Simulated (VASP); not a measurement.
Consider the following.

```
CELL_PARAMETERS angstrom
      0.00000     3.68512     3.68512
      3.68512     0.00000     3.68512
      3.68512     3.68512     0.00000
ATOMIC_POSITIONS crystal
  K  0.25000 0.25000 0.25000
  K  0.75000 0.75000 0.75000
  S  0.00000 0.00000 0.00000
```

The numbers are results of optB86b-vdW, VASP's PBE PAW potentials (set 64) (plane waves; VASP), not measurements. Numerical set-up: 520 eV cut-off, 6×6×6 Γ-centred mesh, tetrahedra with Blöchl corrections, potentials K_sv S.

Problem. Predict the energy per atom (σ→0), band gap (on the k-mesh) with the smallest direct gap where there is one.

Solution. 
```json
{
 "band gap (on the k-mesh)": "2.30 eV",
 "smallest direct gap (on the k-mesh)": "2.51 eV",
 "energy per atom (σ→0)": "-1236 meV/atom"
}
```

The compound is K2S in the antifluorite structure. It was relaxed first.
